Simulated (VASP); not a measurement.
OSZICAR of a VASP run on As (a7):

File OSZICAR:
```
       N       E                     dE             d eps       ncg     rms          rms(c)
DAV:   1     0.317588705035E+02    0.31759E+02   -0.43681E+03  2628   0.925E+02
DAV:   2    -0.806870574670E+01   -0.39828E+02   -0.38574E+02  3953   0.125E+02
DAV:   3    -0.933373030204E+01   -0.12650E+01   -0.12625E+01  3048   0.269E+01
DAV:   4    -0.934036193325E+01   -0.66316E-02   -0.66302E-02  3324   0.203E+00
DAV:   5    -0.934037707856E+01   -0.15145E-04   -0.15145E-04  2975   0.895E-02    0.336E+00
DAV:   6    -0.932922418394E+01    0.11153E-01   -0.63045E-03  2963   0.614E-01    0.203E+00
DAV:   7    -0.932399133557E+01    0.52328E-02   -0.13333E-02  2770   0.929E-01    0.862E-02
DAV:   8    -0.932411625820E+01   -0.12492E-03   -0.45574E-04  2722   0.162E-01    0.346E-02
DAV:   9    -0.932416549286E+01   -0.49235E-04   -0.76503E-05  3022   0.693E-02    0.118E-02
DAV:  10    -0.932416530360E+01    0.18926E-06   -0.55329E-06  2986   0.160E-02
   1 F= -.97987295E+01 E0= -.97986957E+01  d E =-.979873E+01
       N       E                     dE             d eps       ncg     rms          rms(c)
DAV:   1    -0.936373720642E+01   -0.39572E-01   -0.90982E-01  2777   0.591E+00    0.678E-01
DAV:   2    -0.935080446199E+01    0.12933E-01   -0.26328E-02  2709   0.123E+00    0.440E-01
DAV:   3    -0.934390916718E+01    0.68953E-02   -0.17617E-02  2728   0.757E-01    0.853E-02
DAV:   4    -0.934389611256E+01    0.13055E-04   -0.14846E-04  2744   0.102E-01    0.551E-02
DAV:   5    -0.934389084351E+01    0.52690E-05   -0.22198E-05  2990   0.373E-02    0.110E-02
DAV:   6    -0.934389165181E+01   -0.80830E-06   -0.22898E-06  2584   0.120E-02
   2 F= -.98029439E+01 E0= -.98029688E+01  d E =-.421439E-02
       N       E                     dE             d eps       ncg     rms          rms(c)
DAV:   1    -0.934600485002E+01   -0.21140E-02   -0.17289E-01  2774   0.262E+00    0.299E-01
DAV:   2    -0.934356849589E+01    0.24364E-02   -0.46968E-03  2728   0.521E-01    0.190E-01
DAV:   3    -0.934231106796E+01    0.12574E-02   -0.32637E-03  2724   0.326E-01    0.412E-02
DAV:   4    -0.934230784085E+01    0.32271E-05   -0.25114E-05  2769   0.430E-02    0.275E-02
DAV:   5    -0.934230596995E+01    0.18709E-05   -0.38949E-06  2824   0.160E-02    0.431E-03
DAV:   6    -0.934230582087E+01    0.14908E-06   -0.35916E-07  1344   0.493E-03
   3 F= -.98079513E+01 E0= -.98079561E+01  d E =-.922173E-02
       N       E                     dE             d eps       ncg     rms          rms(c)
DAV:   1    -0.934257141037E+01   -0.26544E-03   -0.32872E-02  2666   0.106E+00    0.873E-02
DAV:   2    -0.934237968747E+01    0.19172E-03   -0.10901E-03  2752   0.234E-01    0.477E-02
DAV:   3    -0.934229155932E+01    0.88128E-04   -0.37068E-04  3232   0.114E-01    0.118E-02
DAV:   4    -0.934229303879E+01   -0.14795E-05   -0.22264E-05  2700   0.363E-02    0.660E-03
DAV:   5    -0.934229280546E+01    0.23333E-06   -0.16948E-06  1648   0.956E-03
   4 F= -.98089733E+01 E0= -.98090165E+01  d E =-.102204E-02
       N       E                     dE             d eps       ncg     rms          rms(c)
DAV:   1    -0.934248626286E+01   -0.19322E-03   -0.14706E-01  2668   0.225E+00    0.185E-01
DAV:   2    -0.934164492938E+01    0.84133E-03   -0.48299E-03  2734   0.494E-01    0.101E-01
DAV:   3    -0.934125323120E+01    0.39170E-03   -0.16499E-03  3258   0.241E-01    0.246E-02
DAV:   4    -0.934125963343E+01   -0.64022E-05   -0.98665E-05  2695   0.766E-02    0.140E-02
DAV:   5    -0.934125916278E+01    0.47064E-06   -0.78493E-06  3012   0.201E-02
   5 F= -.98100620E+01 E0= -.98101291E+01  d E =-.211073E-02
       N       E                     dE             d eps       ncg     rms          rms(c)
DAV:   1    -0.934093503779E+01    0.32460E-03   -0.54854E-03  2671   0.435E-01    0.355E-02
DAV:   2    -0.934090401138E+01    0.31026E-04   -0.18150E-04  2730   0.959E-02    0.195E-02
DAV:   3    -0.934088980415E+01    0.14207E-04   -0.61403E-05  3235   0.466E-02    0.485E-03
DAV:   4    -0.934089009331E+01   -0.28916E-06   -0.36852E-06  2640   0.148E-02
   6 F= -.98100924E+01 E0= -.98101599E+01  d E =-.214110E-02
       N       E                     dE             d eps       ncg     rms          rms(c)
DAV:   1    -0.934006568768E+01    0.82412E-03   -0.73961E-02  2639   0.160E+00    0.113E-01
DAV:   2    -0.933979055038E+01    0.27514E-03   -0.20940E-03  2715   0.349E-01    0.680E-02
DAV:   3    -0.933957041282E+01    0.22014E-03   -0.61759E-04  2783   0.143E-01    0.149E-02
DAV:   4    -0.933957031040E+01    0.10242E-06   -0.10045E-05  2997   0.265E-02    0.115E-02
DAV:   5    -0.933956970728E+01    0.60312E-06   -0.15041E-06  1620   0.882E-03
   7 F= -.98107442E+01 E0= -.98108125E+01  d E =-.651832E-03
       N       E                     dE             d eps       ncg     rms          rms(c)
DAV:   1    -0.933868814702E+01    0.88216E-03   -0.25621E-02  2639   0.939E-01    0.669E-02
DAV:   2    -0.933859360965E+01    0.94537E-04   -0.73046E-04  2715   0.206E-01    0.403E-02
DAV:   3    -0.933851757158E+01    0.76038E-04   -0.21349E-04  2811   0.841E-02    0.877E-03
DAV:   4    -0.933851748757E+01    0.84005E-07   -0.34090E-06  2929   0.155E-02
   8 F= -.98108529E+01 E0= -.98109225E+01  d E =-.760528E-03
```

### Question
Which electronic solver shows in the log?

### Answer
It is blocked Davidson (ALGO = Normal, or the opening steps of other solvers). The INCAR had ALGO = Normal.

### Question
Can the final energy be trusted as converged?

### Answer
The calculation finished and met its thresholds. It stopped with EDIFF = 1E-6, NELM = 100, NSW = 60 and EDIFFG = -0.01 after 8 ionic steps (PBE GGA with D3 dispersion (zero damping), plane waves, VASP's PBE PAW potentials (set 64)).

The compound is As in the a7 structure. This run relaxes it. Symmetry was kept, so distortions that lower it aren't found.
